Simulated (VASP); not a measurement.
Al2GaP3:

```
Al Ga P
1.0
     3.36445    0.00000    0.00000
     0.00000    3.36445    0.00000
     0.00000    0.00000   11.74484
Al Ga P
2 1 3
Direct
  0.00000 0.00000 0.02411
  0.50000 0.50000 0.49128
  0.50000 0.50000 0.15158
  0.00000 0.00000 0.65145
  0.00000 0.00000 0.32937
  0.50000 0.50000 0.85221
```

The cell was built by a generator and needn't be a form met in nature.

- Program: VASP 6.6.1
- Task: relaxation of cell and atoms
- Functional: PBE
- Potentials or basis: VASP PAW PBE potentials, release 64 (Al, Ga_d, P)
- Cutoff: 520 eV
- k mesh: 4 × 4 × 2
- Occupations: gaussian, width 0.15 eV
- Spin: no spin polarisation

At the start: pressure -13.3 GPa; volume 22.16 Å³/atom.

**Question.** Where does the relaxation end?

**Answer.** Over 17 steps the energy falls by 532.6 meV/atom and the volume is 16.34 Å³/atom (-26.2 %); space group P4mm (No. 99, to 0.05 Å).

Step by step:
| step | energy change (eV) | largest force (eV/Å) | pressure (GPa) | volume (Å³) |
| --- | --- | --- | --- | --- |
| 1 | 0.0000 | 1.3458 | -13.26 | 132.95 |
| 2 | -2.2545 | 2.2283 | -4.24 | 100.69 |
| 3 | -2.3918 | 2.3781 | 1.58 | 93.40 |
| 4 | -2.7741 | 1.4592 | 3.20 | 92.07 |
| 5 | -2.9328 | 0.9362 | 6.03 | 90.61 |
| 6 | -3.1366 | 0.4808 | 0.03 | 97.06 |
| 7 | -3.1387 | 0.4579 | -0.96 | 97.85 |
| 8 | -3.1385 | 0.4782 | -0.31 | 97.57 |
| 9 | -3.1650 | 0.2772 | -0.29 | 97.27 |
| 10 | -3.1710 | 0.2227 | -0.08 | 97.08 |
| 11 | -3.1779 | 0.1016 | 0.20 | 96.90 |
| 12 | -3.1847 | 0.1076 | 0.57 | 96.84 |
| 13 | -3.1861 | 0.0611 | 0.62 | 96.74 |
| 14 | -3.1919 | 0.0812 | -0.14 | 97.73 |
| 15 | -3.1922 | 0.0739 | 0.20 | 97.80 |
| 16 | -3.1926 | 0.0810 | -0.30 | 97.95 |
| 17 | -3.1958 | 0.0611 | 0.30 | 98.05 |

Final structure:
```
Al Ga P
1.0
     2.92098    0.00000    0.00000
     0.00000    2.92098    0.00000
     0.00000    0.00000   11.49172
Al Ga P
2 1 3
Direct
  0.00000 0.00000 0.98393
  0.50000 0.50000 0.50071
  0.50000 0.50000 0.17763
  0.00000 0.00000 0.63354
  0.00000 0.00000 0.34580
  0.50000 0.50000 0.85839
```

Caveat: the k mesh is coarse (spacing up to 0.47 Å⁻¹), so the values aren't converged; the volume moved by over 15 % at a fixed basis, so the end points are rough; the bands computed are all filled at some k points, so no gap is given.
